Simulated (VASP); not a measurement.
# HfSiO4 (I4_1/amd) in VASP: further runs, part 2 of 2

VASP 6.6.1. The steps go on from the part before.

## 3. Electric field gradients, r2SCAN

POSCAR reads:

```
HfSiO4
1.0
   -3.2862500000      3.2862500000      2.9816000000
    3.2862500000     -3.2862500000      2.9816000000
    3.2862500000      3.2862500000     -2.9816000000
Hf Si O
2 2 8
Direct
    0.7500000000      0.2500000000      0.5000000000
    0.0000000000      0.0000000000      0.0000000000
    0.2500000000      0.7500000000      0.5000000000
    0.5000000000      0.5000000000      0.0000000000
    0.1340001544      0.3192779219      0.8147222326
    0.0692779219      0.7545556893      0.6852777674
    0.5045556893      0.3192779219      0.1852777674
    0.0692779219      0.3840001544      0.3147222326
    0.6159998456      0.9307220781      0.6852777674
    0.6807220781      0.8659998456      0.1852777674
    0.2454443107      0.9307220781      0.3147222326
    0.6807220781      0.4954443107      0.8147222326
```

INCAR.step1 reads:

```
  PREC = Accurate
  ENCUT = 520
  ISMEAR = -1
  SIGMA = 0.02
  LREAL = False
  LASPH = True
  NELM = 100
  NBANDS = 50
  GGA = PE
  ALGO = Normal
  EDIFF = 1E-4
  LWAVE = True
  LCHARG = False
```

INCAR.step2 reads:

```
  PREC = Accurate
  ENCUT = 520
  EDIFF = 1E-8
  ISMEAR = -1
  SIGMA = 0.02
  LREAL = False
  LASPH = True
  NELM = 100
  ALGO = Normal
  ISIF = 2
  LWAVE = False
  LCHARG = False
  METAGGA = R2SCAN
  LMIXTAU = True
  LEFG = True
  NBANDS = 50
  ISTART = 1
```

KPOINTS reads:

```
Automatic mesh
0
Gamma
  5 5 5
```

Potentials or basis: VASP PAW PBE potentials, release 64 (Hf_pv, Si, O).

Started as:

```
$ cat potpaw_PBE.64/Hf_pv/POTCAR potpaw_PBE.64/Si/POTCAR potpaw_PBE.64/O/POTCAR > POTCAR
$ cp INCAR.step1 INCAR
$ mpirun -np 1 vasp_std > vasp.out
$ cp INCAR.step2 INCAR
$ mpirun -np 1 vasp_std > vasp.out
```

OUTCAR:

```text
PREC = Accurate
   ENCUT = 520
   EDIFF = 1E-8
   ISMEAR = -1
   LREAL = False
   LASPH = True
   NELM = 100
   ISIF = 2
   METAGGA = R2SCAN
   ISTART = 1

 ion  position               nearest neighbor table
   1  0.750  0.250  0.500-   5 2.11  10 2.11   7 2.11  12 2.11   8 2.26   9 2.26   6 2.26  11 2.26
                             3 2.98   3 2.98   2 3.61   2 3.61   2 3.61   2 3.61
   2  0.000  0.000  0.000-   8 2.11   9 2.11   6 2.11  11 2.11  10 2.26   5 2.26   7 2.26  12 2.26
                             4 2.98   4 2.98   1 3.61   1 3.61   1 3.61   1 3.61
   3  0.250  0.750  0.500-   6 1.63  11 1.63   9 1.63   8 1.63   1 2.98   1 2.98
   4  0.500  0.500  0.000-   7 1.63  12 1.63  10 1.63   5 1.63   2 2.98   2 2.98
   5  0.134  0.319  0.815-   4 1.63   1 2.11   2 2.26
   6  0.069  0.755  0.685-   3 1.63   2 2.11   1 2.26
   7  0.505  0.319  0.185-   4 1.63   1 2.11   2 2.26
   8  0.069  0.384  0.315-   3 1.63   2 2.11   1 2.26
   9  0.616  0.931  0.685-   3 1.63   2 2.11   1 2.26
  10  0.681  0.866  0.185-   4 1.63   1 2.11   2 2.26
  11  0.245  0.931  0.315-   3 1.63   2 2.11   1 2.26
  12  0.681  0.495  0.815-   4 1.63   1 2.11   2 2.26

  LATTYP: Found a body centered tetragonal cell.
 ALAT       =     6.5725000000
 C/A-ratio  =     0.9072955496

  Lattice vectors:

 A1 = (  -3.2862500000,   3.2862500000,   2.9816000000)
 A2 = (   3.2862500000,  -3.2862500000,   2.9816000000)
 A3 = (   3.2862500000,   3.2862500000,  -2.9816000000)

Analysis of symmetry for initial positions (statically):
=====================================================================
 Subroutine PRICEL returns:
 Original cell was already a primitive cell.

 Routine SETGRP: Setting up the symmetry group for a
 body centered tetragonal supercell.

 Subroutine GETGRP returns: Found 16 space group operations
 (whereof  8 operations were pure point group operations)
 out of a pool of 16 trial point group operations.

The static configuration has the point symmetry D_2d.
 The point group associated with its full space group is D_4h.

[... 1164 lines left out ...]
      2.06851      0.00000      0.41312         0.064634     -0.000000      0.023170
      3.28625      1.21774      2.56848         0.000000     -0.064634     -0.023170
      1.21774     -0.00000      4.05928        -0.064634      0.000000     -0.023170
      3.28625     -1.21774      2.56848         0.000000      0.064634     -0.023170
      2.06851      3.28625      1.07768         0.064634     -0.000000     -0.023170
 -----------------------------------------------------------------------------------
    total drift:                               -0.000000     -0.000000      0.000000

  FREE ENERGIE OF THE ION-ELECTRON SYSTEM (eV)
  ---------------------------------------------------
  free  energy   TOTEN  =      -197.6496480886 eV

  energy  without entropy=     -197.6496480886  energy(sigma->0) =     -197.64964809

 Electric field gradients (V/A^2)
---------------------------------------------------------------------
 ion       V_xx      V_yy      V_zz      V_xy      V_xz      V_yz
---------------------------------------------------------------------
   1     -65.867   -65.867   131.734     0.000     0.000     0.000
   2     -65.867   -65.867   131.734     0.000     0.000     0.000
   3      11.581    11.581   -23.162    -0.000    -0.000    -0.000
   4      11.581    11.581   -23.162    -0.000    -0.000    -0.000
   5     -41.608    21.469    20.139    -0.001    -0.001    23.991
   6      21.469   -41.608    20.139    -0.001   -23.994    -0.001
   7     -41.608    21.469    20.139    -0.001    -0.001   -23.994
   8      21.469   -41.608    20.139    -0.001    23.991    -0.001
   9     -41.608    21.469    20.139    -0.001    -0.001    23.991
  10      21.469   -41.608    20.139    -0.001    23.991    -0.001
  11     -41.608    21.469    20.139    -0.001    -0.001   -23.994
  12      21.469   -41.608    20.139    -0.001   -23.994    -0.001
---------------------------------------------------------------------

 Electric field gradients after diagonalization (V/A^2)
 (convention: |V_zz| > |V_xx| > |V_yy|)
----------------------------------------------------------------------
 ion       V_xx      V_yy      V_zz     asymmetry (V_yy - V_xx)/ V_zz
----------------------------------------------------------------------
   1     -65.867   -65.867   131.734       0.000
   2     -65.867   -65.867   131.734       0.000
   3      11.581    11.581   -23.162       0.000
   4      11.581    11.581   -23.162       0.000
   5     -41.608    -3.197    44.804       0.857
   6     -41.608    -3.200    44.807       0.857
   7     -41.608    -3.200    44.807       0.857
   8     -41.608    -3.197    44.804       0.857
   9     -41.608    -3.197    44.804       0.857
  10     -41.608    -3.197    44.804       0.857
  11     -41.608    -3.200    44.807       0.857
  12     -41.608    -3.200    44.807       0.857
----------------------------------------------------------------------

           NMR quadrupolar parameters

 Cq : quadrupolar parameter    Cq=e*Q*V_zz/h
 eta: asymmetry parameters     (V_yy - V_xx)/ V_zz
 Q  : nuclear electric quadrupole moment in mb (millibarn)
----------------------------------------------------------------------
 ion       Cq(MHz)       eta       Q (mb)
----------------------------------------------------------------------
   1       0.319       0.000       1.000
   2       0.319       0.000       1.000
   3      -0.056       0.000       1.000
   4      -0.056       0.000       1.000
   5       0.108       0.857       1.000
   6       0.108       0.857       1.000
   7       0.108       0.857       1.000
   8       0.108       0.857       1.000
   9       0.108       0.857       1.000
  10       0.108       0.857       1.000
  11       0.108       0.857       1.000
  12       0.108       0.857       1.000
----------------------------------------------------------------------
```

OSZICAR.step1:

```text
N       E                     dE             d eps       ncg     rms          rms(c)
DAV:   1     0.457525850027E+03    0.45753E+03   -0.42406E+04  1800   0.149E+03
DAV:   2    -0.965224959185E+02   -0.55405E+03   -0.53594E+03  2198   0.367E+02
DAV:   3    -0.125188337563E+03   -0.28666E+02   -0.28528E+02  2176   0.807E+01
DAV:   4    -0.125544523520E+03   -0.35619E+00   -0.35568E+00  2344   0.984E+00
DAV:   5    -0.125549048430E+03   -0.45249E-02   -0.45230E-02  2248   0.104E+00    0.727E+01
DAV:   6    -0.108680059764E+03    0.16869E+02   -0.67248E+01  2040   0.373E+01    0.591E+01
DAV:   7    -0.108634817046E+03    0.45243E-01   -0.32164E+00  2256   0.826E+00    0.407E+01
DAV:   8    -0.108661036881E+03   -0.26220E-01   -0.57526E-01  2254   0.440E+00    0.115E+01
DAV:   9    -0.108614263724E+03    0.46773E-01   -0.20565E-01  2064   0.227E+00    0.266E+00
DAV:  10    -0.108614754789E+03   -0.49106E-03   -0.10110E-02  2296   0.542E-01    0.419E-01
DAV:  11    -0.108614646166E+03    0.10862E-03   -0.93222E-04  2184   0.155E-01    0.249E-01
DAV:  12    -0.108614763079E+03   -0.11691E-03   -0.13117E-04  1448   0.585E-02    0.791E-02
DAV:  13    -0.108614793685E+03   -0.30607E-04   -0.49722E-05  1352   0.347E-02
   1 F= -.10861479E+03 E0= -.10861479E+03  d E =-.996816E-11
```

Run time: 16 min. Hardware: 1 thread of AMD EPYC 7R43 (Zen 3), shared host; peak memory 0.3 GiB.

What came out:

- Free energy: -197.6496 eV
- Pressure: -1.2 GPa
- Largest force: 0.069 eV/Å
- Band gap on the k mesh: 6.00 eV, indirect (least direct gap 6.37 eV)

Forces in eV/Å, atoms in the order of the input:
```
Hf   0.000  0.000  0.000
Hf   0.000  0.000  0.000
Si   0.000  0.000  0.000
Si   0.000  0.000  0.000
O    0.000  0.065  0.023
O   -0.065  0.000  0.023
O    0.000 -0.065  0.023
O    0.065  0.000  0.023
O    0.000 -0.065 -0.023
O   -0.065  0.000 -0.023
O    0.000  0.065 -0.023
O    0.065  0.000 -0.023
```

Levels at points of the mesh, in eV from the valence-band top:
| k point | band 34 | band 35 | band 36 | band 37 | band 38 | band 39 | band 40 | band 41 | band 42 | band 43 |
| --- | --- | --- | --- | --- | --- | --- | --- | --- | --- | --- |
| (0.00, 0.00, 0.00) | -0.67 | -0.60 | -0.60 | -0.58 | 0.00 | 6.37 | 6.67 | 6.81 | 6.81 | 6.96 |

Electric field gradients, principal values (V/Å²):
| atom | Vxx | Vyy | Vzz |
| --- | --- | --- | --- |
| 1 Hf | -65.867 | -65.867 | 131.734 |
| 2 Hf | -65.867 | -65.867 | 131.734 |
| 3 Si | 11.581 | 11.581 | -23.162 |
| 4 Si | 11.581 | 11.581 | -23.162 |
| 5 O | -3.197 | -41.608 | 44.804 |
| 6 O | -3.200 | -41.608 | 44.807 |
| 7 O | -3.200 | -41.608 | 44.807 |
| 8 O | -3.197 | -41.608 | 44.804 |
| 9 O | -3.197 | -41.608 | 44.804 |
| 10 O | -3.197 | -41.608 | 44.804 |
| 11 O | -3.200 | -41.608 | 44.807 |
| 12 O | -3.200 | -41.608 | 44.807 |

Caveat: the PAW data sets were made with another functional, which shifts forces and pressure a little; spin-orbit coupling is left out, which moves the levels of the heavy elements; an odd mesh through Γ misses points on the zone boundary, where band edges often lie.
